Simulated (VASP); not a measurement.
```yaml
crystal:
  lattice:
    - [3.80993, 0.00000, 0.00000]
    - [0.00000, 3.80993, 0.00000]
    - [0.00000, 0.00000, 3.80993]
  atoms:
    - { symbol: Sr, position: [0.00000, 0.00000, 0.00000] }
    - { symbol: V, position: [0.50000, 0.50000, 0.50000] }
    - { symbol: O, position: [0.50000, 0.00000, 0.50000] }
    - { symbol: O, position: [0.00000, 0.50000, 0.50000] }
    - { symbol: O, position: [0.50000, 0.50000, 0.00000] }
```

The numbers are results of revPBE GGA, VASP's PBE PAW potentials (set 64) (plane waves; VASP 6.6.1), not measurements. Settings: 520 eV cut-off, 8×8×8 Γ-centred mesh, first-order Methfessel-Paxton smearing of 0.10 eV, potentials Sr_sv V_sv O.

Give the stress tensor in GPa (positive for a compressed cell).

```
12.06   0.00   0.00
 0.00  12.06   0.00
 0.00   0.00  12.06
```
The pressure is its mean diagonal, 12.06 GPa.

The compound is SrVO3 in the cubic perovskite structure. This cell is one point of a volume scan, at 0.94 of the reference volume. The run is not spin-polarised, so no magnetic state was tried. The electron count is odd and the run is not spin-polarised, which forces a metal.
